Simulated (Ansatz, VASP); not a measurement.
# Cross-check of CdC2 between VASP and Ansatz, part 2 of 2

Wanted: the spread between two codes on one cell, functional and k mesh. The cell is generated by rule, not measured, and may not be a known phase. The cell is taken from a series of runs on this material, whose earlier steps may have relaxed, scaled, displaced or heated it; both programs get it as it stands.

VASP 6.6.1 and Ansatz 0.2.0.

So far: Starting point; Ansatz: relaxation of cell and atoms, PBE; VASP: relaxation of cell and atoms, PBE.

### Step 3. VASP: relaxation of cell and atoms, PBE (continued)

Level of this step: PBE; plane waves and PAW (Cd, C); invented cell (VASP).

Numbers of over 12 decimals in the logs are rounded to 6 here.

Parts of OUTCAR (step 3):

```text
ion  position               nearest neighbor table
   1  1.000  0.283  0.484-   3 2.19   5 2.20   5 2.59   3 2.59
   2  0.500  0.717  0.984-   4 2.19   6 2.20   6 2.59   4 2.59
   3  1.000  0.843  0.148-   5 1.25   1 2.19   1 2.59
   4  0.500  0.157  0.648-   6 1.25   2 2.19   2 2.59
   5  1.000  0.620  0.924-   3 1.25   1 2.20   1 2.59
   6  0.500  0.380  0.424-   4 1.25   2 2.20   2 2.59

  LATTYP: Found a simple tetragonal cell.
 ALAT       =     3.9648590000
 C/A-ratio  =     1.4921541977

 Subroutine GETGRP returns: Found  4 space group operations
 (whereof  2 operations were pure point group operations)

The static configuration has the point symmetry C_1h.
 The point group associated with its full space group is C_2v.

 Found     48 irreducible k-points:

   k-points           NKPTS =     48   k-points in BZ     NKDIM =     48   number of bands    NBANDS=     26

   dimension x,y,z NGX =    48 NGY =   32 NGZ =   32
   dimension x,y,z NGXF=    96 NGYF=   64 NGZF=   64

   ENCUT  =  600.0 eV  44.10 Ry    6.64 a.u.  11.82  7.92  7.92*2*pi/ulx,y,z

   NELECT =      40.0000    total number of electrons

 k-points in reciprocal lattice and weights: Automatic mesh
   0.00000000  0.00000000  0.00000000       0.007
   0.25000000  0.00000000  0.00000000       0.014
   0.50000000  0.00000000  0.00000000       0.007
   0.00000000  0.16666667  0.00000000       0.014
   0.00000000  0.00000000  0.16666667       0.014
   0.25000000  0.16666667  0.00000000       0.028
   0.25000000  0.00000000  0.16666667       0.028
   0.50000000  0.16666667  0.00000000       0.014
   0.50000000  0.00000000  0.16666667       0.014
[...]
0.25000000  0.50000000  0.50000000       0.014
   0.50000000  0.50000000  0.50000000       0.007

 average (electrostatic) potential at core
       1 -39.6634       2 -39.6634       3 -52.5123       4 -52.5123       5 -52.4817
       6 -52.4817

 E-fermi :   2.2421

 k-point     1 :       0.0000    0.0000    0.0000
  band No.  band energies     occupation
    ...
     16      -2.9348      2.00000
     17      -1.8936      2.00000
     18      -0.5312      2.00000
     19      -0.4738      2.00000
     20      -0.4269      2.00000
     21       4.1265      0.00000
     22       5.2998      0.00000
     23       6.4514      0.00000
     24       6.5336      0.00000
     25       6.5598      0.00000
    ...

 k-point     2 :       0.2500    0.0000    0.0000
  band No.  band energies     occupation
    ...
     16      -2.9164      2.00000
     17      -1.1924      2.00000
     18      -0.5675      2.00000
     19      -0.4699      2.00000
     20      -0.1955      2.00000
     21       4.2554      0.00000
     22       5.0667      0.00000
     23       6.3652      0.00000
     24       6.4015      0.00000
     25       6.6727      0.00000
    ...

 k-point     3 :       0.5000    0.0000    0.0000
  band No.  band energies     occupation
    ...
     16      -2.8853      2.00000
     17      -0.6420      2.00000
     18      -0.6420      2.00000
     19      -0.1903      2.00000
     20      -0.1903      2.00000
     21       4.6132      0.00000
     22       4.6132      0.00000
     23       6.2901      0.00000
     24       6.2901      0.00000
     25       7.2114      0.00000
    ...

  Total       -0.0107800      0.0029571      0.0020174      0.0000000      0.0000000      0.0000000
  in kB       -0.1853237      0.0508367      0.0346821      0.0000000      0.0000000      0.0000000
  external PRESSURE =      -0.0332683 kB  Pullay stress =       0.0000000 kB

  energy-cutoff  :      600.00
  volume of cell :       93.20
      direct lattice vectors                 reciprocal lattice vectors
     5.898949246  0.000000000  0.000000000     0.169521716  0.000000000  0.000000000
     0.000000000  3.974795358  0.000000000     0.000000000  0.251585279  0.000000000
     0.000000000  0.000000000  3.974751808     0.000000000  0.000000000  0.251588036

 POSITION                                       TOTAL-FORCE (eV/Angst)
 -----------------------------------------------------------------------------------
      5.89895      1.12347      1.92259         0.000000      0.000814     -0.000452
      2.94947      2.85133      3.90997         0.000000     -0.000814     -0.000452
      5.89895      3.35168      0.58758         0.000000     -0.000854     -0.000312
      2.94947      0.62312      2.57495         0.000000      0.000854     -0.000312
      5.89895      2.46377      3.67426         0.000000      0.000338      0.000765
      2.94947      1.51103      1.68689         0.000000     -0.000338      0.000765
 -----------------------------------------------------------------------------------
    total drift:                                0.000313     -0.000077      0.000004

  FREE ENERGIE OF THE ION-ELECTRON SYSTEM (eV)
  ---------------------------------------------------
  free  energy   TOTEN  =       -32.2153852755 eV

  energy  without entropy=      -32.2153852755  energy(sigma->0) =      -32.21538528

 reached required accuracy - stopping structural energy minimisation

 total charge
# of ion       s       p       d       tot
------------------------------------------
    1        0.416   0.291   9.558  10.265
    2        0.416   0.291   9.558  10.265
    3        0.924   1.578   0.000   2.502
    4        0.924   1.578   0.000   2.502
    5        0.924   1.582   0.000   2.506
    6        0.924   1.582   0.000   2.506
--------------------------------------------------
tot          4.529   6.902  19.116  30.547

[... 3 further parts left out ...]
```

CONTCAR:

```
CdC2
   1.00000000000000
     5.8989492461105604    0.0000000000000000    0.0000000000000000
     0.0000000000000000    3.9747953576302435    0.0000000000000000
     0.0000000000000000    0.0000000000000000    3.9747518083496640
  Cd              C
     2     4
Direct
     0.9999999576999983    0.2826476052525244    0.4837004847635594
     0.4999999576999983    0.7173523947474756    0.9837004847635598
     0.9999999576999983    0.8432321691834379    0.1478277560738292
     0.4999999576999983    0.1567678308165620    0.6478277560738289
     0.9999999576999983    0.6198470159531762    0.9244009307626101
     0.4999999576999983    0.3801529840468239    0.4244009307626103
```

The run keeps the 4 symmetry operations of its start, so it cannot find a distortion of lower symmetry.

### Step 4. Side by side

Known differences besides the potentials themselves: fixed occupations in Ansatz, narrow Gaussian smearing in VASP; the data sets hold 56 valence electrons in Ansatz (on its NC files) and 40 in VASP; the cutoff is 1115.67 eV in Ansatz and 600 eV in VASP; Ansatz adds a Pulay correction to the stress that steers its cell, VASP none. Total energies have different zeros and are not compared.

Both answers:

| quantity | Ansatz | VASP | difference |
| --- | --- | --- | --- |
| volume (Å³) | 93.05 | 93.20 | -0.16 % |
| edge a after relaxation, in the typed setting (Å) | 5.920 | 5.899 | +0.36 % |
| edge b after relaxation, in the typed setting (Å) | 3.965 | 3.975 | -0.26 % |

### Step 5. Results

```
difference in edge a after relaxation, in the typed setting (relaxation of cell and atoms, PBE) : 0.36 %
```

**Reading.** The difference in edge a after relaxation, in the typed setting is 0.36 % (relaxation of cell and atoms, PBE), within the 1.2 % picked in this series as the mark of a large difference, as far as the stopping tolerances let one tell. The data sets hold unlike numbers of valence electrons (56 in Ansatz and 40 in VASP), so part of the differences may come from the potentials. How closely two codes agree says nothing of how well the functional describes the real material.

[Lines on the potential files, build, host, timing and source positions are cut from VASP's logs without a mark.]

[Logs are printed without paths, hosts, clocks, repeated set-up lines and the standing remarks that a program may print on its own settings, such as how far it seeks lower states.]

[Hosts, paths, dates, database ids (printed as entryN), source tags and the programs' standing remarks are cut or masked in the printed files.]
